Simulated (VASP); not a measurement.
# SiNi: structure and properties in VASP

Aim: relax SiNi with r2SCAN, compute its properties on that cell and hold them against experiment. The steps: full relaxation (r2SCAN), second relaxation, density, ELF and potential (r2SCAN), band structure (r2SCAN), density of states (r2SCAN) and field gradients at the nuclei (r2SCAN). The start is a cell from a database of measured crystal structures.

Method: r2SCAN, spin-polarised from a ferromagnetic start; plane waves and PAW (Si, Ni), in VASP 6.6.1.

**Measured values to reproduce.**

For NiSi, orthorhombic Pnma (polycrystalline, solid-state reaction at 970 C), “Metallic Nickel Silicides: Experiments and Theory for NiSi and First Principles Calculations for Other Phases” (2016, arxiv:1602.05840) gives, by powder XRD, Rietveld refinement: lattice constant a (a, Pnma setting) 5.186 Å; lattice constant b (b, Pnma setting) 3.331 Å.

## (1) The starting structure

Before any relaxation, the start is as follows. The structure is orthorhombic, space group Pnma (No. 62). The conventional cell has a = 5.175 Å, b = 3.332 Å, c = 5.609 Å, α = 90.00°, β = 90.00°, γ = 90.00°. Si has 6 Ni at 2.28 to 2.40 Å nearest. Nearest to Ni lie 6 Si at 2.28 to 2.40 Å. Farther neighbours are not listed.

## (2) Full relaxation (r2SCAN)

Properties are meant for the cell that this level of theory prefers, so cell and atoms are relaxed first (ISIF = 3) until forces and stress are small; EDIFFG sets the threshold. r2SCAN adds the kinetic-energy density, costs more than a GGA and is run with LASPH.

INCAR reads:

```
SYSTEM = SiNi
PREC = Accurate
ENCUT = 400
EDIFF = 1E-06
NELM = 100
ISMEAR = 0
SIGMA = 0.05
LREAL = .FALSE.
ALGO = Normal
METAGGA = R2SCAN
LASPH = .TRUE.
NBANDS = 43
ISPIN = 2
MAGMOM = 0 0 0 0 1 1 1 1
LMAXMIX = 4
LORBIT = 11
LWAVE = .FALSE.
LCHARG = .FALSE.
KPAR = 4
IBRION = 2
NSW = 60
ISIF = 3
EDIFFG = -0.01
```

POSCAR reads:

```
SiNi
1.0
    5.1752000000      0.0000000000      0.0000000000
    0.0000000000      3.3321000000      0.0000000000
    0.0000000000      0.0000000000      5.6094000000
Si Ni
4 4
Direct
    0.3215200000      0.7500000000      0.0816600000
    0.1784800000      0.2500000000      0.5816600000
    0.8215200000      0.7500000000      0.4183400000
    0.6784800000      0.2500000000      0.9183400000
    0.0078500000      0.2500000000      0.1873100000
    0.4921500000      0.7500000000      0.6873100000
    0.5078500000      0.2500000000      0.3126900000
    0.9921500000      0.7500000000      0.8126900000
```

KPOINTS reads:

```
Automatic mesh
0
Gamma
5 7 4
0 0 0
```

PAW data sets: Si and Ni (PBE family, release 64).

Run with:

```bash
$ mpirun -np 4 vasp_std
```

The log of the run:

```text
[banner, memory and clock lines left out]
running    4 mpi-ranks, on    1 nodes
 distrk:  each k-point on    1 cores,    4 groups
 distr:  one band on    1 cores,    1 groups

 POSCAR found type information on POSCAR SiNi
 POSCAR found :  2 types and       8 ions
|                                                                             |
|               ----> ADVICE to this user running VASP <----                  |
|                                                                             |
|     You enforced a specific xc type in the INCAR file but a different       |
|     [... a line on the potential file left out ...]
|     I HOPE YOU KNOW WHAT YOU ARE DOING!                                     |
|                                                                             |

 LDA part: xc-table for (None), standard interpolation
 POSCAR, INCAR and KPOINTS ok, starting setup
 FFT: planning ... GRIDC
 FFT: planning ... GRID_SOFT
 FFT: planning ... GRID
 WAVECAR not read
 entering main loop
       N       E                     dE             d eps       ncg     rms          rms(c)
DAV:   1     0.298519681269E+03    0.29852E+03   -0.20668E+04  6192   0.131E+03
DAV:   2    -0.690846194192E+02   -0.36760E+03   -0.34567E+03  6195   0.309E+02
DAV:   3    -0.986450330756E+02   -0.29560E+02   -0.28366E+02  6995   0.104E+02
DAV:   4    -0.994607635586E+02   -0.81573E+00   -0.81070E+00  7403   0.165E+01
DAV:   5    -0.994846737957E+02   -0.23910E-01   -0.23901E-01  7727   0.263E+00    0.290E+01
DAV:   6    -0.101698362095E+03   -0.22137E+01   -0.98986E+01  7058   0.152E+02    0.368E+01
DAV:   7    -0.864972614269E+02    0.15201E+02   -0.31444E+01  7346   0.902E+01    0.721E+00
DAV:   8    -0.867240821620E+02   -0.22682E+00   -0.42585E+00  8823   0.191E+01    0.490E+00
DAV:   9    -0.866768043498E+02    0.47278E-01   -0.46001E-01  8086   0.746E+00    0.144E+00
DAV:  10    -0.866858109035E+02   -0.90066E-02   -0.32900E-02  8583   0.220E+00    0.597E-01
DAV:  11    -0.866871790023E+02   -0.13681E-02   -0.49232E-03  7815   0.493E-01    0.314E-01
DAV:  12    -0.866876333075E+02   -0.45431E-03   -0.14471E-03  7468   0.447E-01    0.167E-01
DAV:  13    -0.866877608011E+02   -0.12749E-03   -0.27817E-04  8025   0.185E-01    0.581E-02
DAV:  14    -0.866877755914E+02   -0.14790E-04   -0.41620E-05  7258   0.469E-02    0.171E-02
DAV:  15    -0.866877775675E+02   -0.19761E-05   -0.42874E-06  6258   0.153E-02    0.427E-03
DAV:  16    -0.866877781056E+02   -0.53810E-06   -0.80952E-07  3593   0.820E-03
   1 F= -.86687778E+02 E0= -.86687753E+02  d E =-.866878E+02  mag=    -0.0001
 curvature:   0.00 expect dE= 0.000E+00 dE for cont linesearch  0.000E+00
 trial: gam= 0.00000 g(F)=  0.451E-02 g(S)=  0.905E-01 ort = 0.000E+00 (trialstep = 0.100E+01)
 search vector abs. value=  0.950E-01
 bond charge predicted
       N       E                     dE             d eps       ncg     rms          rms(c)
DAV:   1    -0.881388795956E+02   -0.14511E+01   -0.12674E+01  7094   0.426E+01    0.113E+01
DAV:   2    -0.892736113107E+02   -0.11347E+01   -0.14930E+01  7099   0.636E+01    0.127E+01
DAV:   3    -0.866789109073E+02    0.25947E+01   -0.58339E+00  7081   0.406E+01    0.152E+00
DAV:   4    -0.867090025248E+02   -0.30092E-01   -0.34873E-01  7033   0.284E+00    0.135E+00
DAV:   5    -0.866901178192E+02    0.18885E-01   -0.31428E-02  7649   0.273E+00    0.303E-01
DAV:   6    -0.866900901512E+02    0.27668E-04   -0.41469E-03  7093   0.444E-01    0.142E-01
DAV:   7    -0.866900943692E+02   -0.42180E-05   -0.25975E-04  7776   0.942E-02    0.465E-02
DAV:   8    -0.866900879452E+02    0.64240E-05   -0.27343E-05  9263   0.455E-02    0.714E-03
DAV:   9    -0.866900872863E+02    0.65893E-06   -0.26165E-06  5471   0.996E-03
   2 F= -.86690087E+02 E0= -.86689827E+02  d E =-.230918E-02  mag=     0.0000
[... from here on, the cycles between the ionic steps are left out ...]
   3 F= -.86712757E+02 E0= -.86712682E+02  d E =-.249789E-01  mag=    -0.0000
   4 F= -.86715511E+02 E0= -.86715307E+02  d E =-.275381E-02  mag=    -0.0000
   5 F= -.86716098E+02 E0= -.86715727E+02  d E =-.334136E-02  mag=    -0.0000
   6 F= -.86716438E+02 E0= -.86715964E+02  d E =-.339364E-03  mag=     0.0000
   7 F= -.86716586E+02 E0= -.86715978E+02  d E =-.487334E-03  mag=    -0.0000
   8 F= -.86716703E+02 E0= -.86715985E+02  d E =-.117028E-03  mag=     0.0000
   9 F= -.86716721E+02 E0= -.86715955E+02  d E =-.135570E-03  mag=    -0.0000
  10 F= -.86716752E+02 E0= -.86715868E+02  d E =-.304811E-04  mag=     0.0000
  11 F= -.86716755E+02 E0= -.86715903E+02  d E =-.338178E-04  mag=     0.0000
 curvature:   0.64 expect dE= 0.615E-04 dE for cont linesearch  0.441E-06
 trial: gam= 1.25995 g(F)=  0.227E-04 g(S)=  0.735E-04 ort = 0.101E-04 (trialstep = 0.549E+00)
 search vector abs. value=  0.359E-03
 bond charge predicted
       N       E                     dE             d eps       ncg     rms          rms(c)
DAV:   1    -0.867168921469E+02   -0.13669E-03   -0.30564E-03  6440   0.320E-01    0.739E-02
DAV:   2    -0.867168717713E+02    0.20376E-04   -0.34315E-04  7578   0.273E-01    0.625E-02
DAV:   3    -0.867168241377E+02    0.47634E-04   -0.14395E-04  7132   0.193E-01    0.317E-02
DAV:   4    -0.867168117427E+02    0.12395E-04   -0.25107E-05  9214   0.554E-02    0.647E-03
DAV:   5    -0.867168120731E+02   -0.33035E-06   -0.62777E-06  5993   0.249E-02
  12 F= -.86716812E+02 E0= -.86715881E+02  d E =-.569782E-04  mag=     0.0000
 trial-energy change:   -0.000057  1 .order   -0.000052   -0.000060   -0.000043
 step:   1.9927(harm=  1.9927)  dis= 0.00250  next Energy=   -86.716864 (dE=-0.109E-03)
 reached required accuracy - stopping structural energy minimisation
```

Wall time 12 min (4 MPI ranks of Intel Xeon Platinum 8559C (Emerald Rapids), shared host); peak memory 1.2 GiB; 49 min of CPU time.

Lines that name or quote the potential files are left out of all logs, and their timing lines are given in words.

OUTCAR, selected parts (step 2):

```text
ion  position               nearest neighbor table
   1  0.322  0.750  0.082-   8 2.28   7 2.32   7 2.32   6 2.38   5 2.40   5 2.40   4 2.65   4 2.65

  LATTYP: Found a simple orthorhombic cell.
 ALAT       =     3.3321000000
 B/A-ratio  =     1.5531346598
 C/A-ratio  =     1.6834428739

 Subroutine GETGRP returns: Found  8 space group operations
 (whereof  2 operations were pure point group operations)

The static configuration has the point symmetry S_2 .
 The point group associated with its full space group is D_2h.

 Found     36 irreducible k-points:

   k-points           NKPTS =     36   k-points in BZ     NKDIM =     36   number of bands    NBANDS=     43

   dimension x,y,z NGX =    36 NGY =   24 NGZ =   40
   dimension x,y,z NGXF=    72 NGYF=   48 NGZF=   80

   ENCUT  =  400.0 eV  29.40 Ry    5.42 a.u.   8.44  5.43  9.15*2*pi/ulx,y,z

   NELECT =      56.0000    total number of electrons

 k-points in reciprocal lattice and weights: Automatic mesh
   0.00000000  0.00000000  0.00000000       0.007
   0.20000000  0.00000000  0.00000000       0.014
   0.40000000  0.00000000  0.00000000       0.014
   0.00000000  0.14285714  0.00000000       0.014
   0.20000000  0.14285714  0.00000000       0.029
   0.40000000  0.14285714  0.00000000       0.029
   0.00000000  0.28571429  0.00000000       0.014
   0.20000000  0.28571429  0.00000000       0.029
   0.40000000  0.28571429  0.00000000       0.029
[...]
0.20000000  0.42857143  0.50000000       0.029
   0.40000000  0.42857143  0.50000000       0.029

 average (electrostatic) potential at core
       1 -82.1038       2 -82.1038       3 -82.1038       4 -82.1038       5 -86.7038
       6 -86.7038       7 -86.7038       8 -86.7038

 E-fermi :  10.5801

 spin component 1
 k-point     1 :       0.0000    0.0000    0.0000
  band No.  band energies     occupation
    ...
     24       8.5385      1.00000
     25       8.5531      1.00000
     26       9.3712      1.00000
     27       9.3737      1.00000
     28       9.5889      1.00000
     29      11.2991      0.00000
     30      12.0886      0.00000
     31      14.1441      0.00000
     32      14.7396      0.00000
     33      15.0704      0.00000
    ...

 k-point     2 :       0.2000    0.0000    0.0000
  band No.  band energies     occupation
    ...
     24       8.4962      1.00000
     25       8.5427      1.00000
     26       9.0680      1.00000
     27       9.8283      1.00000
     28       9.9460      1.00000
     29      12.4256      0.00000
     30      12.5494      0.00000
     31      13.6789      0.00000
     32      14.9933      0.00000
     33      15.0455      0.00000
    ...

 k-point     3 :       0.4000    0.0000    0.0000
  band No.  band energies     occupation
    ...
     22       8.0692      1.00000
     23       8.4478      1.00000
     24       8.5106      1.00000
     25       8.5285      1.00000
     26       8.7173      1.00000
     27      10.8965      0.00000
     28      11.0864      0.00000
     29      12.4396      0.00000
     30      12.6319      0.00000
     31      14.5695      0.00000
    ...

 k-point     4 :       0.0000    0.1429    0.0000
  band No.  band energies     occupation
    ...
     24       8.5044      1.00000
     25       8.8583      1.00000
     26       9.0596      1.00000
     27       9.4212      1.00000
     28       9.6689      1.00000
     29      11.2699      0.00000
     30      12.2814      0.00000
     31      12.3713      0.00000
     32      13.1941      0.00000
     33      14.7298      0.00000
    ...

 k-point     5 :       0.2000    0.1429    0.0000
  band No.  band energies     occupation
    ...
     24       8.5382      1.00000
     25       8.9740      1.00000
     26       9.0594      1.00000
     27       9.2602      1.00000
     28       9.8921      1.00000
     29      11.7894      0.00000
     30      12.6544      0.00000
     31      12.7843      0.00000
     32      13.4535      0.00000
     33      14.1715      0.00000
    ...

 k-point     6 :       0.4000    0.1429    0.0000
  band No.  band energies     occupation
    ...
     23       8.4345      1.00000
     24       8.5732      1.00000
     25       8.7590      1.00000
     26       8.8307      1.00000
     27      10.0379      1.00000
     28      10.9415      0.00000
     29      11.0815      0.00000
     30      12.8683      0.00000
     31      13.9380      0.00000
     32      14.0634      0.00000
    ...

  Total       -0.0034190      0.0433150     -0.0384308      0.0000000      0.0000000      0.0000000
  in kB       -0.0576195      0.7299857     -0.6476731      0.0000000      0.0000000      0.0000000
  external PRESSURE =       0.0082310 kB  Pullay stress =       0.0000000 kB

  energy-cutoff  :      400.00
  volume of cell :       95.07
      direct lattice vectors                 reciprocal lattice vectors
     5.096621537  0.000000000  0.000000000     0.196208408  0.000000000  0.000000000
    -0.000000000  3.340398819  0.000000000    -0.000000000  0.299365451  0.000000000
     0.000000000  0.000000000  5.584103976     0.000000000  0.000000000  0.179079760

 POSITION                                       TOTAL-FORCE (eV/Angst)
 -----------------------------------------------------------------------------------
      1.63638      2.50530      0.46368         0.006199      0.000000      0.000718
      0.91193      0.83510      3.25573        -0.006199     -0.000000      0.000718
      4.18469      2.50530      2.32837         0.006199      0.000000     -0.000718
      3.46024      0.83510      5.12042        -0.006199     -0.000000     -0.000718
      0.03922      0.83510      1.05687         0.001186      0.000000      0.001327
      2.50909      2.50530      3.84893        -0.001186     -0.000000      0.001327
      2.58753      0.83510      1.73518         0.001186      0.000000     -0.001327
      5.05740      2.50530      4.52723        -0.001186     -0.000000     -0.001327
 -----------------------------------------------------------------------------------
    total drift:                                0.000000     -0.000000     -0.000000

  FREE ENERGIE OF THE ION-ELECTRON SYSTEM (eV)
  ---------------------------------------------------
  free  energy   TOTEN  =       -86.7168120731 eV

  energy  without entropy=      -86.7149498412  energy(sigma->0) =      -86.71588096

 reached required accuracy - stopping structural energy minimisation

 total charge
# of ion       s       p       d       tot
------------------------------------------
    1        0.753   0.879   0.000   1.633
    2        0.753   0.879   0.000   1.633
    3        0.753   0.879   0.000   1.633
    4        0.753   0.879   0.000   1.633
    5        0.524   0.695   8.464   9.683
    6        0.524   0.695   8.464   9.683
    7        0.524   0.695   8.464   9.683
    8        0.524   0.695   8.464   9.683
--------------------------------------------------
tot          5.110   6.296  33.855  45.261

 magnetization (x)
# of ion       s       p       d       tot
------------------------------------------
    1        0.000   0.000   0.000   0.000
    2        0.000   0.000   0.000   0.000
    3        0.000   0.000   0.000   0.000
    4        0.000   0.000   0.000   0.000
    5       -0.000  -0.000   0.000   0.000
    6       -0.000  -0.000   0.000   0.000
    7       -0.000  -0.000   0.000   0.000
    8       -0.000  -0.000   0.000   0.000
--------------------------------------------------
tot         -0.000   0.000   0.000   0.000

[... 1 further part left out ...]
```

CONTCAR:

```
SiNi
   1.00000000000000
     5.0966215372105843    0.0000000000000000    0.0000000000000000
    -0.0000000000000000    3.3403988185700424    0.0000000000000000
     0.0000000000000000    0.0000000000000000    5.5841039755320816
  Si              Ni
     4     4
Direct
     0.3210713734857236    0.7500000000000000    0.0830357569179180
     0.1789286265142762    0.2500000000000000    0.5830357569179180
     0.8210713734857239    0.7500000000000000    0.4169642430820820
     0.6789286265142761    0.2500000000000000    0.9169642430820820
     0.0076960102843651    0.2500000000000000    0.1892647075010014
     0.4923039897156349    0.7500000000000000    0.6892647075010014
     0.5076960102843651    0.2500000000000000    0.3107352924989984
     0.9923039897156349    0.7500000000000000    0.8107352924989986
```

The moments of this start collapse, so this run ends in a non-magnetic state; other starts or orders were not tried. The k-mesh is coarse for a metal. The PAW data sets were made with PBE, which is usual practice but a small mismatch for other functionals. The run keeps the 8 symmetry operations of its start, so it cannot find a distortion of lower symmetry.

Relaxation path:

```tsv
step	energy less that of the first step (eV)	largest force (eV/Å)	pressure (GPa)	volume (Å³)
1	0.0000	0.1527	-3.52	96.73
2	-0.0023	0.0661	4.22	93.06
3	-0.0250	0.0701	0.29	94.82
4	-0.0277	0.0384	0.13	94.94
5	-0.0283	0.0303	0.00	95.03
6	-0.0287	0.0224	-0.01	95.05
7	-0.0288	0.0151	-0.02	95.07
8	-0.0289	0.0102	-0.02	95.04
9	-0.0289	0.0128	0.06	95.03
10	-0.0290	0.0094	-0.14	95.10
11	-0.0290	0.0102	-0.09	95.08
12	-0.0290	0.0062	0.00	95.07
```

```tsv
conventional cell, symmetrised	before	after	change
a (Å)	5.175	5.097	-1.5 %
b (Å)	3.332	3.340	+0.2 %
c (Å)	5.609	5.584	-0.5 %
volume (Å³/atom)	12.09	11.88	-1.7 %
```

The atoms that moved most (Å, as changes of fractional coordinates times the final cell):

```tsv
atom	dx	dy	dz	length
Ni6	0.001	0.000	0.011	0.011
Ni7	-0.001	0.000	-0.011	0.011
Ni8	0.001	0.000	-0.011	0.011
Ni5	-0.001	0.000	0.011	0.011
Si4	0.002	0.000	-0.008	0.008
Si2	0.002	0.000	0.008	0.008
Si3	-0.002	0.000	-0.008	0.008
Si1	-0.002	0.000	0.008	0.008
```

Final coordinates:

```
Si Ni
1.0
     5.09662    0.00000    0.00000
     0.00000    3.34040    0.00000
     0.00000    0.00000    5.58410
Si Ni
4 4
Direct
  0.32107 0.75000 0.08304
  0.17893 0.25000 0.58304
  0.82107 0.75000 0.41696
  0.67893 0.25000 0.91696
  0.00770 0.25000 0.18926
  0.49230 0.75000 0.68926
  0.50770 0.25000 0.31074
  0.99230 0.75000 0.81074
```

This step gave:

- electrons: 56
- bands: 43
- irreducible k-points: 36
- symmetry operations: 8
- free energy (TOTEN): -86.7168 eV
- energy at zero smearing: -86.7159 eV
- Fermi energy: 10.58 eV
- pressure: 8.23e-4 GPa
- metallic, judged on the points sampled: yes
- SCF cycles over all ionic steps: 90

The spin moment in the PAW sphere vanishes on all atoms.

It ends with a largest force of 0.006 eV/Å and a pressure of 0.00 GPa. The volume lies -1.7 % from that of the database's start, part of which can be the thermal and zero-point expansion of its experiment.

[end of part 1 of 5]

[Lines on the potential files, build, host, timing and source positions are cut from VASP's logs without a mark.]

[Logs are printed without paths, hosts, clocks, repeated set-up lines and the standing remarks that a program may print on its own settings, such as how far it seeks lower states.]

[Hosts, paths, dates, database ids (printed as entryN), source tags and the programs' standing remarks are cut or masked in the printed files.]

[A measured line is paired with the nearest computed mode of its activity, which favours agreement.]

[In band tables of VASP the shares of atoms and orbitals are scaled to a sum of 1 inside the atoms' spheres.]
